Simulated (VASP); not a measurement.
Level of theory: PBEsol GGA, VASP's PBE PAW potentials (set 64) (plane waves; VASP 6.6.1).

VASP input:

**INCAR**
```
# general
SYSTEM  = NbTi3C4
PREC    = Accurate
ENCUT   = 520
LREAL   = .False.
LASPH   = .True.

# electronic loop
EDIFF   = 1E-7
NELM    = 100
ALGO    = Normal
LMAXMIX = 4

# smearing
ISMEAR  = -5

# functional
GGA     = PS

# ions
ISIF    = 2

# output
LWAVE   = .False.
LCHARG  = .True.
LORBIT  = 11
NEDOS   = 601

# other
LEFG    = .True.
```

### KPOINTS
```
Automatic
0
Gamma
  8 8 8
0 0 0
```

**POSCAR**
```
NbTi3C4
4.3389620
  0.9999999345   0.0000000000   0.0000000000
  0.0000000000   0.9999999345   0.0000000000
  0.0000000000   0.0000000000   0.9999999345
Ti C Nb
3 4 1
Cart
  0.0000000000   0.0000000000   0.0000000000
  0.4999999672   0.4999999672   0.0000000000
  0.4999999672   0.0000000000   0.4999999672
  0.4999999672   0.4999999672   0.4999999672
  0.0000000000   0.0000000000   0.4999999672
  0.0000000000   0.4999999672   0.0000000000
  0.4999999672   0.0000000000   0.0000000000
  0.0000000000   0.4999999672   0.4999999672
```

POTCAR, in this order: Ti_sv C Nb_sv (PBE.64 set). Program: vasp_std.

The run wrote:

**OSZICAR**
```
       N       E                     dE             d eps       ncg     rms          rms(c)
DAV:   1     0.898481371968E+03    0.89848E+03   -0.31813E+04  2730   0.197E+03
DAV:   2     0.549657066064E+02   -0.84352E+03   -0.82136E+03  2730   0.639E+02
DAV:   3    -0.891039612793E+02   -0.14407E+03   -0.14015E+03  4441   0.220E+02
DAV:   4    -0.100667310703E+03   -0.11563E+02   -0.11397E+02  3972   0.622E+01
DAV:   5    -0.101319373155E+03   -0.65206E+00   -0.65063E+00  4423   0.146E+01    0.357E+01
DAV:   6    -0.824121712662E+02    0.18907E+02   -0.15664E+02  3740   0.801E+01    0.114E+01
DAV:   7    -0.817189479945E+02    0.69322E+00   -0.28299E+01  3779   0.317E+01    0.841E+00
DAV:   8    -0.814943511622E+02    0.22460E+00   -0.16488E+00  3853   0.105E+01    0.544E+00
DAV:   9    -0.815394512124E+02   -0.45100E-01   -0.10481E+00  4199   0.593E+00    0.164E+00
DAV:  10    -0.815004569317E+02    0.38994E-01   -0.43890E-01  4252   0.457E+00    0.543E-01
DAV:  11    -0.815024481315E+02   -0.19912E-02   -0.26760E-02  3997   0.896E-01    0.359E-01
DAV:  12    -0.815013897978E+02    0.10583E-02   -0.45534E-03  4134   0.438E-01    0.160E-01
DAV:  13    -0.815011982410E+02    0.19156E-03   -0.24274E-03  4549   0.292E-01    0.283E-02
DAV:  14    -0.815012086542E+02   -0.10413E-04   -0.18598E-04  3987   0.778E-02    0.174E-02
DAV:  15    -0.815012036875E+02    0.49667E-05   -0.10920E-05  4005   0.242E-02    0.140E-02
DAV:  16    -0.815012028020E+02    0.88552E-06   -0.11271E-05  4353   0.175E-02    0.333E-03
DAV:  17    -0.815012034032E+02   -0.60127E-06   -0.12041E-06  3821   0.562E-03    0.110E-03
DAV:  18    -0.815012031247E+02    0.27855E-06   -0.69345E-08  2079   0.213E-03    0.478E-04
DAV:  19    -0.815012030038E+02    0.12092E-06   -0.28976E-08  2072   0.145E-03    0.427E-04
DAV:  20    -0.815012030226E+02   -0.18873E-07   -0.12843E-08  2065   0.930E-04
   1 F= -.81501203E+02 E0= -.81501203E+02  d E =0.000000E+00
```

**OUTCAR**
```
------------------------ aborting loop because EDIFF is reached ----------------------------------------
  FORCE on cell =-STRESS in cart. coord.  units (eV):
  Direction    XX          YY          ZZ          XY          YZ          ZX
  --------------------------------------------------------------------------------------
  Total       -0.0369634     -0.0369634     -0.0369634      0.0000000      0.0000000     -0.0000000
  in kB       -0.7249785     -0.7249785     -0.7249785      0.0000000      0.0000000     -0.0000000
  external PRESSURE =      -0.7249785 kB  Pullay stress =       0.0000000 kB
  volume of cell :       81.69
      direct lattice vectors                 reciprocal lattice vectors
     4.338961716  0.000000000  0.000000000     0.230469883  0.000000000  0.000000000
     0.000000000  4.338961716  0.000000000     0.000000000  0.230469883  0.000000000
     0.000000000  0.000000000  4.338961716     0.000000000  0.000000000  0.230469883
 POSITION                                       TOTAL-FORCE (eV/Angst)
 -----------------------------------------------------------------------------------
      0.00000      0.00000      0.00000         0.000000      0.000000      0.000000
      2.16948      2.16948      0.00000         0.000000      0.000000      0.000000
      2.16948      0.00000      2.16948         0.000000      0.000000      0.000000
      2.16948      2.16948      2.16948         0.000000      0.000000      0.000000
      0.00000      0.00000      2.16948         0.000000      0.000000      0.000000
      0.00000      2.16948      0.00000         0.000000      0.000000      0.000000
      2.16948      0.00000      0.00000         0.000000      0.000000      0.000000
      0.00000      2.16948      2.16948         0.000000      0.000000      0.000000
 -----------------------------------------------------------------------------------
    total drift:                                0.000000     -0.000000     -0.000000
  FREE ENERGIE OF THE ION-ELECTRON SYSTEM (eV)
  ---------------------------------------------------
  free  energy   TOTEN  =       -81.5012030226 eV

  energy  without entropy=      -81.5012030226  energy(sigma->0) =      -81.50120302

 total charge

# of ion       s       p       d       tot
------------------------------------------
    1        2.196   6.251   1.977  10.424
    2        2.196   6.251   1.977  10.424
    3        2.196   6.251   1.977  10.424
    4        0.888   1.524   0.000   2.412
    5        0.888   1.524   0.000   2.412
    6        0.888   1.524   0.000   2.412
    7        0.886   1.495   0.000   2.381
    8        2.192   6.117   2.422  10.731
--------------------------------------------------
tot         12.329  30.936   8.354  51.619

 Electric field gradients after diagonalization (V/A^2)
 (convention: |V_zz| > |V_xx| > |V_yy|)
----------------------------------------------------------------------
 ion       V_xx      V_yy      V_zz     asymmetry (V_yy - V_xx)/ V_zz
----------------------------------------------------------------------
   1       0.436     0.436    -0.873       0.000
   2       0.436     0.436    -0.873       0.000
   3       0.436     0.436    -0.873       0.000
   4       1.380     1.380    -2.760       0.000
   5       1.380     1.380    -2.760       0.000
   6       1.380     1.380    -2.760       0.000
   7       0.000     0.000    -0.000       0.265
   8      -0.000    -0.000    -0.000      -0.093
```
(Selected blocks of OUTCAR.)

For a metal the tetrahedron method with Blöchl corrections gives inexact stress and forces.

The structure was generated: NbTi3C4 was put into an ordered model structure (Pm-3m), which need not be its known phase. It was relaxed first. The electron count is odd and the run is not spin-polarised, which forces a metal.
